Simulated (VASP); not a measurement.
VASP input:

KPOINTS:
```
kpoints
0
Gamma
  9 9 9
```

**INCAR**
```
ALGO = Normal
EDIFF = 1E-7
ENCUT = 520
GGA = PE
ISIF = 2
ISMEAR = 0
IVDW = 12
LASPH = .True.
LCHARG = .False.
LREAL = .False.
LWAVE = .False.
NELM = 100
PREC = Accurate
SIGMA = 0.05
SYSTEM = KF
```

POSCAR:
```
KF
3.8572170
  0.0000000000   0.7071067819   0.7071067819
  0.7071067819   0.0000000000   0.7071067819
  0.7071067819   0.7071067819   0.0000000000
K F
1 1
Cart
  0.0000000000   0.0000000000   0.0000000000
  0.7071067819   0.7071067819   0.7071067819
```

POTCAR, in this order: K_sv F (PBE.64 set). Program: vasp_std.

Q: Write an equivalent input for Ansatz.

A: One equivalent input (not run):
Ansatz 0.2 input:
```yaml
crystal:
  lattice:
    - [0.0000000, 2.7274643, 2.7274643]
    - [2.7274643, 0.0000000, 2.7274643]
    - [2.7274643, 2.7274643, 0.0000000]
  atoms:
    - { symbol: K, position: [0.0000000, 0.0000000, 0.0000000] }
    - { symbol: F, position: [0.5000000, 0.5000000, 0.5000000] }
kpoints:
  mp_grid: { grid: [9, 9, 9] }
hamiltonian:
  xc: pbe
  dispersion: d3bj
  pseudopotentials: { kind: paw }
scf:
  occupations: { method: gaussian, width: 0.05 }
  max_iter: 100
output: { forces: true, stress: true, eigenvalues: true }
```
What does not carry over: each code has its own PAW files, so the cut-off isn't converted (ENCUT is set for VASP's; basis.ecutwfc is left out, and Ansatz then takes the one that its files recommend); Ansatz stops its SCF on the density residual and VASP on the energy change (EDIFF).

The compound is KF in the rock salt structure. This cell is one point of a volume scan, at 1.06 of the reference volume.
